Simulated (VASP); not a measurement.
A run of VASP 6.6.1 is set up as follows.

Contents of POSCAR:

```
Al2SbP
1.0
    4.0603105116      0.0000000000      0.0000000000
    0.0000000000      4.0603105116      0.0000000000
    0.0000000000      0.0000000000      5.7567977176
P Al Sb
1 2 1
Direct
    0.0000000000      0.0000000000      0.0000000000
    0.0000000000      0.5000000000      0.7783216278
    0.5000000000      0.0000000000      0.2216783722
    0.5000000000      0.5000000000      0.5000000000
```

Contents of INCAR.step1:

```
PREC = Accurate
ENCUT = 520
EDIFF = 1E-5
ISMEAR = 0
SIGMA = 0.01
LREAL = False
LASPH = True
NELM = 100
ALGO = Normal
ISIF = 2
LWAVE = True
LCHARG = False
NBANDS = 16
GGA = PE
```

The input INCAR.step2:

```
PREC = Accurate
ENCUT = 520
EDIFF = 1E-7
ISMEAR = 0
SIGMA = 0.01
LREAL = False
LASPH = True
NELM = 100
ALGO = Normal
ISIF = 2
LWAVE = False
LCHARG = False
GGA = PE
LHFCALC = True
HFSCREEN = 0.2079
PRECFOCK = Normal
NBANDS = 16
ISTART = 1
```

File KPOINTS:

```
regular mesh
0
Gamma
  4 4 4
```

Potentials or basis: VASP PAW PBE potentials, release 64 (P, Al, Sb).

Launch:

```sh
$ cat potpaw_PBE.64/P/POTCAR potpaw_PBE.64/Al/POTCAR potpaw_PBE.64/Sb/POTCAR > POTCAR
$ cp INCAR.step1 INCAR
$ mpirun -np 1 vasp_std > vasp.out
$ cp INCAR.step2 INCAR
$ mpirun -np 1 vasp_std > vasp.out
```

**Question.** Predict the pressure.

**Answer.** 2.5 GPa.

**Question.** What does it give for the largest force?

**Answer.** 0.052 eV/Å.

**Question.** Estimate the band gap on the k mesh.

**Answer.** 1.19 eV, indirect (least direct gap 1.25 eV).

Stress tensor (GPa, compression positive):
```
2.73 0.00 0.00
0.00 2.73 0.00
0.00 0.00 2.01
```

Caveat: the PAW data sets were made with another functional, which shifts forces and pressure a little; spin-orbit coupling is left out, which moves the levels of the heavy elements. A k mesh can miss the band edges.
